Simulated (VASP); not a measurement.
Level of theory: PBE GGA, VASP's PBE PAW potentials (set 64) (plane waves; VASP).

The input files of a VASP run:

### KPOINTS
```
Regular mesh
0
gamma
 7 7 7
0 0 0
```

**POSCAR**
```
MnS
1.0
  5.1170184540   2.5523414032   2.5523414032
  2.5523414032   5.1170184540   2.5523414032
  2.5523414032   2.5523414032   5.1170184540
Mn S
2 2
direct
  0.0000000000   0.0000000000   0.0000000000
  0.5000000000   0.5000000000   0.5000000000
  0.2500000000   0.2500000000   0.2500000000
  0.7500000000   0.7500000000   0.7500000000
```

INCAR:
```
ALGO  =  Normal
EDIFF  =  1E-6
EDIFFG  =  -0.02
ENCUT  =  400
GGA  =  PE
IBRION  =  2
ISIF  =  3
ISMEAR  =  0
ISPIN  =  2
LASPH  =  .True.
LCHARG  =  .False.
LMAXMIX  =  4
LORBIT  =  10
LREAL  =  .False.
LWAVE  =  .False.
MAGMOM  =  5.0 -5.0 0.0 0.0
NELM  =  100
NSW  =  60
PREC  =  Accurate
SIGMA  =  0.05
SYSTEM  =  MnS
```

POTCAR, in this order: Mn_pv S (PBE.64 set). Program: vasp_std.

Output of the run:

**OSZICAR**
```
       N       E                     dE             d eps       ncg     rms          rms(c)
DAV:   1     0.333386753891E+03    0.33339E+03   -0.18904E+04  4600   0.150E+03
DAV:   2     0.115873809937E+01   -0.33223E+03   -0.32768E+03  4104   0.437E+02
DAV:   3    -0.296350179000E+02   -0.30794E+02   -0.30218E+02  5695   0.123E+02
DAV:   4    -0.305361411243E+02   -0.90112E+00   -0.90045E+00  4748   0.205E+01
DAV:   5    -0.305535582016E+02   -0.17417E-01   -0.17414E-01  5127   0.340E+00    0.170E+01
DAV:   6    -0.281883857897E+02    0.23652E+01   -0.21558E+01  5444   0.433E+01    0.140E+01
DAV:   7    -0.284174483102E+02   -0.22906E+00   -0.20322E+00  4809   0.146E+01    0.832E+00
DAV:   8    -0.284397080754E+02   -0.22260E-01   -0.30730E-01  5503   0.533E+00    0.377E+00
DAV:   9    -0.284304302049E+02    0.92779E-02   -0.58737E-02  5509   0.247E+00    0.435E-01
DAV:  10    -0.284345185688E+02   -0.40884E-02   -0.56321E-03  4832   0.641E-01    0.241E-01
DAV:  11    -0.284349320905E+02   -0.41352E-03   -0.46231E-04  4916   0.163E-01    0.143E-01
DAV:  12    -0.284350051378E+02   -0.73047E-04   -0.11622E-04  4860   0.598E-02    0.862E-02
DAV:  13    -0.284350288236E+02   -0.23686E-04   -0.32426E-05  4475   0.453E-02    0.172E-02
DAV:  14    -0.284350283921E+02    0.43150E-06   -0.12159E-05  5015   0.209E-02    0.831E-03
DAV:  15    -0.284350295629E+02   -0.11709E-05   -0.90332E-07  2563   0.124E-02    0.262E-03
DAV:  16    -0.284350295488E+02    0.14187E-07   -0.10327E-07  2542   0.273E-03
   1 F= -.28435030E+02 E0= -.28435030E+02  d E =-.284350E+02  mag=     0.0000
```

**OUTCAR**
```
------------------------ aborting loop because EDIFF is reached ----------------------------------------
  FORCE on cell =-STRESS in cart. coord.  units (eV):
  Direction    XX          YY          ZZ          XY          YZ          ZX
  --------------------------------------------------------------------------------------
  Total       -0.0454596     -0.0454596     -0.0454596     -0.0694450     -0.0694450     -0.0694450
  in kB       -1.0832969     -1.0832969     -1.0832969     -1.6548663     -1.6548663     -1.6548663
  external PRESSURE =      -1.0832969 kB  Pullay stress =       0.0000000 kB
  volume of cell :       67.23
      direct lattice vectors                 reciprocal lattice vectors
     5.117018454  2.552341403  2.552341403     0.292552118 -0.097360522 -0.097360522
     2.552341403  5.117018454  2.552341403    -0.097360522  0.292552118 -0.097360522
     2.552341403  2.552341403  5.117018454    -0.097360522 -0.097360522  0.292552118
 POSITION                                       TOTAL-FORCE (eV/Angst)
 -----------------------------------------------------------------------------------
      0.00000      0.00000      0.00000         0.000000      0.000000     -0.000000
      5.11085      5.11085      5.11085         0.000000      0.000000     -0.000000
      2.55543      2.55543      2.55543        -0.000000      0.000000      0.000000
      7.66628      7.66628      7.66628         0.000000     -0.000000     -0.000000
 -----------------------------------------------------------------------------------
    total drift:                                0.000000     -0.000000     -0.000000
  FREE ENERGIE OF THE ION-ELECTRON SYSTEM (eV)
  ---------------------------------------------------
  free  energy   TOTEN  =       -28.4350295488 eV

  energy  without entropy=      -28.4350295488  energy(sigma->0) =      -28.43502955

 total charge

# of ion       s       p       d       tot
------------------------------------------
    1        0.218   6.173   4.969  11.360
    2        0.218   6.173   4.969  11.360
    3        1.326   2.421   0.000   3.747
    4        1.326   2.421   0.000   3.747
--------------------------------------------------
tot          3.088  17.188   9.937  30.214

 magnetization (x)

# of ion       s       p       d       tot
------------------------------------------
    1        0.017   0.015   4.107   4.140
    2       -0.017  -0.015  -4.107  -4.140
    3        0.000   0.000   0.000   0.000
    4        0.000   0.000   0.000   0.000
--------------------------------------------------
tot         -0.000   0.000  -0.000  -0.000

 reached required accuracy - stopping structural energy minimisation
```
(Selected blocks of OUTCAR.)

File OUTCAR:
```
 val. band max:        6.8164243986   @ k =   0.4286   0.4286   0.4286

 cond. band min:       7.5660694360   @ k =   0.4286   0.0000   0.0000


 Fermi energy:         7.0916619668

 spin component 1

 k-point     1 :       0.0000    0.0000    0.0000
  band No.  band energies     occupation
      1     -43.3254      1.00000
      2     -43.3250      1.00000
      3     -43.3250      1.00000
      4     -38.8842      1.00000
      5     -38.8842      1.00000
      6     -38.8629      1.00000
      7      -7.5437      1.00000
      8      -6.0827      1.00000
      9       0.1817      1.00000
     10       2.6643      1.00000
     11       2.6643      1.00000
     12       4.1421      1.00000
     13       4.1421      1.00000
     14       4.3384      1.00000
     15       5.3999      1.00000
     16       5.3999      1.00000
     17       5.4379      1.00000
     18       5.5488      1.00000
     19       5.5489      1.00000
     20       8.0359      0.00000
     21       8.0359      0.00000
     22       8.1659      0.00000
     23       9.6642      0.00000

 k-point     2 :       0.1429    0.0000    0.0000
  band No.  band energies     occupation
      1     -43.3263      1.00000
      2     -43.3253      1.00000
      3     -43.3251      1.00000
      4     -38.8861      1.00000
      5     -38.8846      1.00000
      6     -38.8625      1.00000
      7      -7.3467      1.00000
      8      -6.0352      1.00000
      9       0.4610      1.00000
     10       2.4726      1.00000
     11       2.7058      1.00000
     12       3.5744      1.00000
     13       3.9506      1.00000
     14       4.2343      1.00000
     15       4.3803      1.00000
     16       5.0193      1.00000
     17       5.1529      1.00000
     18       5.7770      1.00000
     19       6.2886      1.00000
     20       7.9787      0.00000
     21       8.2083      0.00000
     22       8.2415      0.00000
     23       8.9423      0.00000
...
```

The compound is MnS in the rock salt, AFM-II order structure. It was relaxed first, which changed the volume by -5 %. The start is the result of an earlier pass.
